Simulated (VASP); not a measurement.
Here is the system:

```yaml
crystal:
  lattice:
    - [0.00000, 2.83654, 2.83654]
    - [2.83654, 0.00000, 2.83654]
    - [2.83654, 2.83654, 0.00000]
  atoms:
    - { symbol: Ag, position: [0.00000, 0.00000, 0.00000] }
    - { symbol: Br, position: [0.50000, 0.50000, 0.50000] }
```

These are PBEsol GGA, VASP's PBE PAW potentials (set 64) (plane waves; VASP) values and carry that method's errors. Numerical set-up: 520 eV cut-off, Gaussian smearing of 0.050 eV, potentials Ag Br.

Q: Give the energies of bands 2 to 11 at the high-symmetry points, in eV from the valence-band maximum.

A: 
```json
[
 {"band": "2", "Γ": "-2.98", "X": "-4.62", "U": "-4.52", "L": "-5.65", "W": "-4.49"},
 {"band": "3", "Γ": "-2.98", "X": "-3.30", "U": "-4.46", "L": "-4.44", "W": "-4.26"},
 {"band": "4", "Γ": "-2.98", "X": "-3.06", "U": "-4.04", "L": "-4.44", "W": "-4.26"},
 {"band": "5", "Γ": "-2.98", "X": "-3.06", "U": "-2.82", "L": "-2.64", "W": "-2.52"},
 {"band": "6", "Γ": "-2.98", "X": "-2.80", "U": "-2.58", "L": "-2.64", "W": "-2.50"},
 {"band": "7", "Γ": "-2.08", "X": "-2.52", "U": "-2.35", "L": "-2.28", "W": "-2.44"},
 {"band": "8", "Γ": "-2.08", "X": "-2.52", "U": "-2.15", "L": "0.00", "W": "-2.44"},
 {"band": "9", "Γ": "-2.08", "X": "-2.40", "U": "-1.31", "L": "0.00", "W": "-1.67"},
 {"band": "10", "Γ": "0.50", "X": "1.39", "U": "2.82", "L": "3.44", "W": "3.75"},
 {"band": "11", "Γ": "9.80", "X": "6.84", "U": "6.68", "L": "6.56", "W": "7.00"}
]
```

The gap is indirect, 0.50 eV, from the valence maximum at L to the conduction minimum at Γ.

The compound is AgBr in the rock salt structure. It was relaxed first.
